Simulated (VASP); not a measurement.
Energy against volume of BaF₂ (fluorite). These are TPSS meta-GGA, VASP's PBE PAW potentials (set 64) (plane waves; VASP) values and carry that method's errors.

| V (Å³/atom) | E (eV/atom) |
|---|---|
| 19.065 | -10.02355 |
| 19.673 | -10.03756 |
| 20.282 | -10.04389 |
| 20.890 | -10.04356 |
| 21.499 | -10.03766 |

Task: Fit a third-order Birch-Murnaghan equation of state.

Result: 
The volume per atom comes out as 20.55 Å³/atom and the bulk modulus is 54.5 GPa. The pressure derivative of the bulk modulus is 4.35 and the lattice constant a is 6.271 Å.

Measured: bulk modulus 57.0 GPa (computed value off by -4.3 %), as given by On the Morphology of Group II Metal Fluoride Nanocrystals at Finite Temperature and Partial Pressure of HF, PMC6154342. The calculation is for a static lattice, while the measured bulk modulus holds thermal and zero-point effects, which are part of the difference.

The compound is BaF2 in the fluorite structure. It was relaxed first.
